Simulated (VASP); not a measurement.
VASP runs on PmSe (space group Fm-3m) share one base input (PBE GGA, plane waves, VASP's PBE PAW potentials (set 64)) and change the settings named in each case.

File POSCAR:
```
PmSe
1
    0.0000000000     2.9605400000     2.9605400000
    2.9605400000     0.0000000000     2.9605400000
    2.9605400000     2.9605400000     0.0000000000
Pm Se
1 1
Direct
  0.0000000000   0.0000000000   0.0000000000
  0.5000000000   0.5000000000   0.5000000000
```

INCAR:
```
SYSTEM = PmSe
PREC = Accurate
ENCUT = 400
EDIFF = 1E-6
NELM = 100
ALGO = Normal
LREAL = .FALSE.
LASPH = .TRUE.
ISMEAR = 1
SIGMA = 0.1
GGA = PE
LMAXMIX = 6
LWAVE = .FALSE.
LCHARG = .FALSE.
ISIF = 2
```

### KPOINTS
```
Automatic mesh
0
Gamma
10 10 10
0 0 0
```

POTCAR, in this order: Pm_3 Se (PBE.64 set). Program: vasp_std.

| change | E(σ→0) (eV/atom) | −TS (eV) | irreducible k-points |
|---|---|---|---|
| base run | -5.9214 | -0.0004 | 47 |
| KGAMMA = .FALSE., KSPACING = 0.16, KPOINTS file removed | -5.9227 | 0.0003 | 182 |
| KGAMMA = .FALSE., KSPACING = 0.25, KPOINTS file removed | -5.9261 | -0.0002 | 60 |
| KGAMMA = .FALSE., KSPACING = 0.2, KPOINTS file removed | -5.9236 | 0.0002 | 110 |
| KGAMMA = .FALSE., KSPACING = 0.35, KPOINTS file removed | -5.9255 | -0.0011 | 28 |
| KGAMMA = .TRUE., KSPACING = 0.3, KPOINTS file removed | -5.9188 | -0.0007 | 20 |
 The 4f electrons are frozen in the core of the lanthanide potential, so 4f levels, which can set the real gap, and their magnetism are missing.

Left out are runs that ran out of time, are held back, or changed the cell or the kind of run, fixed moments of cells without a moment, rows past the twelfth, gaps on odd meshes, pressures of charged cells and columns that move by less than the noise.

The structure comes from a computed database's PmSe entry (Fm-3m); how it stands against other phases isn't given here. The cell was not relaxed at this level. The electron count is odd and the run is not spin-polarised, which forces a metal.
